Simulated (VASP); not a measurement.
The input files of a VASP run:

POSCAR:
```
YbGe2
1
    0.0000000000     3.4826790000     3.4826790000
    3.4826790000     0.0000000000     3.4826790000
    3.4826790000     3.4826790000     0.0000000000
Yb Ge
1 2
Direct
  0.0000000000   0.0000000000   0.0000000000
  0.2500000000   0.2500000000   0.2500000000
  0.7500000000   0.7500000000   0.7500000000
```

**KPOINTS**
```
Automatic mesh
0
Gamma
6 6 6
0 0 0
```

INCAR:
```
SYSTEM = YbGe2
PREC = Accurate
ENCUT = 400
EDIFF = 1E-6
NELM = 100
ALGO = Normal
LREAL = .FALSE.
LASPH = .TRUE.
ISMEAR = 0
SIGMA = 0.8
GGA = PE
LMAXMIX = 6
LWAVE = .FALSE.
LCHARG = .FALSE.
ISIF = 2
```

POTCAR, in this order: Yb_2 Ge_d (PBE.64 set). Program: vasp_std.

The run wrote:

**standard output**
```
 POSCAR found type information on POSCAR YbGe
 POSCAR found :  2 types and       3 ions
 Reading from existing POTCAR
 Reading from existing POTCAR
 LDA part: xc-table for (Slater+PW92), standard interpolation
 POSCAR, INCAR and KPOINTS ok, starting setup
 WAVECAR not read
 entering main loop
       N       E                     dE             d eps       ncg     rms          rms(c)
DAV:   1     0.220581106228E+03    0.22058E+03   -0.16724E+04   760   0.296E+03
DAV:   2     0.209998685609E+02   -0.19958E+03   -0.19653E+03   704   0.565E+02
DAV:   3    -0.967111225380E+01   -0.30671E+02   -0.30460E+02   890   0.162E+02
DAV:   4    -0.106941209324E+02   -0.10230E+01   -0.10225E+01   758   0.318E+01
DAV:   5    -0.107165980924E+02   -0.22477E-01   -0.22476E-01   860   0.524E+00    0.138E+01
DAV:   6    -0.107303510640E+02   -0.13753E-01   -0.31452E-02   838   0.246E+00    0.810E+00
DAV:   7    -0.107449292951E+02   -0.14578E-01   -0.22421E-02   860   0.174E+00    0.151E-01
DAV:   8    -0.107450965951E+02   -0.16730E-03   -0.33962E-03   842   0.935E-01    0.774E-02
DAV:   9    -0.107452857650E+02   -0.18917E-03   -0.26154E-04   890   0.131E-01    0.230E-02
DAV:  10    -0.107453037105E+02   -0.17946E-04   -0.42025E-05   848   0.840E-02    0.627E-03
DAV:  11    -0.107453076833E+02   -0.39728E-05   -0.84025E-06   672   0.213E-02    0.143E-03
DAV:  12    -0.107453077667E+02   -0.83371E-07   -0.29978E-07   592   0.688E-03
   1 F= -.10745308E+02 E0= -.10476808E+02  d E =-.537000E+00
```

**OUTCAR**
```
------------------------ aborting loop because EDIFF is reached ----------------------------------------
  FORCE on cell =-STRESS in cart. coord.  units (eV):
  Direction    XX          YY          ZZ          XY          YZ          ZX
  --------------------------------------------------------------------------------------
  Total       -2.0722918     -2.0722918     -2.0722918     -0.0000000      0.0000000     -0.0000000
  in kB      -39.2998743    -39.2998743    -39.2998743     -0.0000000      0.0000000     -0.0000000
  external PRESSURE =     -39.2998743 kB  Pullay stress =       0.0000000 kB
  volume of cell :       84.48
      direct lattice vectors                 reciprocal lattice vectors
     0.000000000  3.482679000  3.482679000    -0.143567639  0.143567639  0.143567639
     3.482679000  0.000000000  3.482679000     0.143567639 -0.143567639  0.143567639
     3.482679000  3.482679000  0.000000000     0.143567639  0.143567639 -0.143567639
 POSITION                                       TOTAL-FORCE (eV/Angst)
 -----------------------------------------------------------------------------------
      0.00000      0.00000      0.00000        -0.000000     -0.000000     -0.000000
      1.74134      1.74134      1.74134         0.000000      0.000000      0.000000
      5.22402      5.22402      5.22402        -0.000000      0.000000     -0.000000
 -----------------------------------------------------------------------------------
    total drift:                               -0.000000     -0.000000      0.000000
  FREE ENERGIE OF THE ION-ELECTRON SYSTEM (eV)
  ---------------------------------------------------
  free  energy   TOTEN  =       -10.7453077667 eV

  energy  without entropy=      -10.2083074714  energy(sigma->0) =      -10.47680762
```
(Selected blocks of OUTCAR.)

Task: The run ends quietly. Is anything wrong with it?

Result: The cause: SIGMA is far too large. The run ends without an error. Against the sound run, the energy per atom (σ→0) rises by 0.007 eV/atom; the pressure goes up by 0.56 GPa. To mend it, set ISMEAR = 1, set SIGMA = 0.1.

The mended run (PBE GGA, plane waves, VASP's PBE PAW potentials (set 64)) converges, and its OSZICAR ends with
```
   1 F= -.10497349E+02 E0= -.10497733E+02  d E =0.115024E-02
```

The structure was generated: YbGe2 was put into the fluorite type (Fm-3m), which need not be its known phase. The cell was not relaxed at this level. The 4f electrons are frozen in the core of the lanthanide potential, so 4f levels, which can set the real gap, and their magnetism are missing.
